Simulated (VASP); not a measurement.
All values below come from AM05 GGA, VASP's PBE PAW potentials (set 64) (plane waves; VASP).

The input files of a VASP run:

INCAR:
```
LWAVE  =  .FALSE.
GGA  =  AM   ! AM05
EDIFFG  =  -0.01
LMAXMIX  =  6   ! l cut-off of mixed one-centre charges
EDIFF  =  1E-6
SYSTEM  =  Pt
IBRION  =  2   ! conjugate gradients
PREC  =  Accurate
SIGMA  =  0.1
NSW  =  60   ! most ionic steps
ISIF  =  3   ! ions, shape and volume
LREAL  =  .FALSE.   ! projection in real space or not
LASPH  =  .TRUE.
NELM  =  100   ! most electronic steps
ENCUT  =  520   ! plane-wave cut-off (eV)
ISMEAR  =  1
LCHARG  =  .FALSE.
ALGO  =  Normal
```

### POSCAR
```
Pt
1
    0.0000000000     1.9600000000     1.9600000000
    1.9600000000     0.0000000000     1.9600000000
    1.9600000000     1.9600000000     0.0000000000
Pt
1
Direct
  0.0000000000   0.0000000000   0.0000000000
```

KPOINTS:
```
Automatic mesh
0
Gamma
14 14 14
0 0 0
```

POTCAR, in this order: Pt (PBE.64 set). Program: vasp_std.

The resulting files:

File OSZICAR:
```
       N       E                     dE             d eps       ncg     rms          rms(c)
DAV:   1     0.363183637898E+02    0.36318E+02   -0.55176E+03  1984   0.103E+03
DAV:   2    -0.666192149873E+01   -0.42980E+02   -0.40671E+02  1964   0.187E+02
DAV:   3    -0.709357989849E+01   -0.43166E+00   -0.42091E+00  2209   0.188E+01
DAV:   4    -0.709499671673E+01   -0.14168E-02   -0.14166E-02  2138   0.115E+00
DAV:   5    -0.709500525694E+01   -0.85402E-05   -0.85382E-05  2119   0.809E-02    0.132E+01
DAV:   6    -0.671604141765E+01    0.37896E+00   -0.97757E-01  1915   0.903E+00    0.688E+00
DAV:   7    -0.667132171873E+01    0.44720E-01   -0.17281E-01  2007   0.364E+00    0.256E+00
DAV:   8    -0.666716644633E+01    0.41553E-02   -0.52888E-03  2010   0.752E-01    0.517E-01
DAV:   9    -0.666702232039E+01    0.14413E-03   -0.65272E-05  1984   0.897E-02    0.139E-02
DAV:  10    -0.666702684511E+01   -0.45247E-05   -0.19582E-06  2099   0.114E-02    0.144E-03
DAV:  11    -0.666702697491E+01   -0.12980E-06   -0.63040E-08  1003   0.260E-03
   1 F= -.66670270E+01 E0= -.66671658E+01  d E =-.666703E+01
       N       E                     dE             d eps       ncg     rms          rms(c)
DAV:   1    -0.680743844611E+01   -0.14041E+00   -0.36734E+00  1914   0.207E+01    0.314E+00
DAV:   2    -0.666362566508E+01    0.14381E+00   -0.39719E-01  1879   0.571E+00    0.105E+00
DAV:   3    -0.665366278745E+01    0.99629E-02   -0.48297E-02  1958   0.186E+00    0.487E-01
DAV:   4    -0.665417447734E+01   -0.51169E-03   -0.21712E-03  2120   0.334E-01    0.768E-02
DAV:   5    -0.665414057705E+01    0.33900E-04   -0.44848E-05  1932   0.535E-02    0.110E-02
DAV:   6    -0.665414686329E+01   -0.62862E-05   -0.18742E-06  2142   0.977E-03    0.175E-03
DAV:   7    -0.665414681883E+01    0.44458E-07   -0.20263E-08   963   0.142E-03
   2 F= -.66541468E+01 E0= -.66542671E+01  d E =0.128802E-01
       N       E                     dE             d eps       ncg     rms          rms(c)
DAV:   1    -0.675395120260E+01   -0.99804E-01   -0.20543E+00  1906   0.155E+01    0.202E+00
DAV:   2    -0.667359760998E+01    0.80354E-01   -0.23747E-01  1877   0.434E+00    0.955E-01
DAV:   3    -0.666844422149E+01    0.51534E-02   -0.25139E-02  1947   0.133E+00    0.499E-01
DAV:   4    -0.666865098781E+01   -0.20677E-03   -0.73805E-04  2130   0.208E-01    0.653E-02
DAV:   5    -0.666867212545E+01   -0.21138E-04   -0.17783E-05  2446   0.280E-02    0.103E-02
DAV:   6    -0.666867464701E+01   -0.25216E-05   -0.10227E-06  1823   0.671E-03    0.261E-04
DAV:   7    -0.666867463240E+01    0.14613E-07   -0.11201E-08   950   0.980E-04
   3 F= -.66686746E+01 E0= -.66688098E+01  d E =-.164766E-02
```

### OUTCAR
```
------------------------ aborting loop because EDIFF is reached ----------------------------------------
  FORCE on cell =-STRESS in cart. coord.  units (eV):
  Direction    XX          YY          ZZ          XY          YZ          ZX
  --------------------------------------------------------------------------------------
  Total       -0.0034673     -0.0034673     -0.0034673     -0.0000000      0.0000000      0.0000000
  in kB       -0.3729504     -0.3729504     -0.3729504     -0.0000000      0.0000000      0.0000000
  external PRESSURE =      -0.3729504 kB  Pullay stress =       0.0000000 kB
  volume of cell :       14.90
      direct lattice vectors                 reciprocal lattice vectors
    -0.000000000  1.952873292  1.952873292    -0.256032996  0.256032996  0.256032996
     1.952873292  0.000000000  1.952873292     0.256032996 -0.256032996  0.256032996
     1.952873292  1.952873292 -0.000000000     0.256032996  0.256032996 -0.256032996
 POSITION                                       TOTAL-FORCE (eV/Angst)
 -----------------------------------------------------------------------------------
      0.00000      0.00000      0.00000         0.000000      0.000000     -0.000000
 -----------------------------------------------------------------------------------
    total drift:                               -0.000000      0.000000      0.000000
  FREE ENERGIE OF THE ION-ELECTRON SYSTEM (eV)
  ---------------------------------------------------
  free  energy   TOTEN  =        -6.6686746324 eV

  energy  without entropy=       -6.6690801638  energy(sigma->0) =       -6.66880981

 reached required accuracy - stopping structural energy minimisation
```
(Selected blocks of OUTCAR.)

**CONTCAR**
```
Pt
   1.00000000000000
    -0.0000000000000000    1.9528732922955014    1.9528732922955014
     1.9528732922955014    0.0000000000000000    1.9528732922955014
     1.9528732922955014    1.9528732922955014   -0.0000000000000000
  Pt
     1
Direct
     0.0000000000000000    0.0000000000000000    0.0000000000000000
```

The compound is Pt in the fcc structure. This run relaxes it. Symmetry was kept, so distortions that lower it aren't found.
